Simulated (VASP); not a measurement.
Here is the system:

```
S2Si
1.0
   -2.94253     5.02634     2.83983
    2.94253    -5.02634     2.83983
    2.94253     5.02634    -2.83983
Si S
2 4
Cartesian
  0.00000   0.00000   4.25975
  0.00000   0.00000   1.41992
  1.75705   3.86777   2.83983
  1.18549   1.15857   0.00000
  1.75705   6.18491   0.00000
  1.18549  -1.15857   2.83983
```

Method: PBE GGA, VASP's PBE PAW potentials (set 64) (plane waves; VASP). Settings: 300 eV cut-off, 4×4×4 Γ-centred mesh, Fermi-Dirac smearing of 0.010 eV, potentials Si S.

Q: Predict the energy per atom (σ→0), pressure, largest force.

A: 
```yaml
energy per atom (σ→0): -5.217 eV/atom
pressure: -2.60 GPa
largest_force: 0.723 eV/Å
```

The structure comes from a computed database's SiS2 entry; how it stands against other phases isn't given here. The cell was not relaxed at this level.
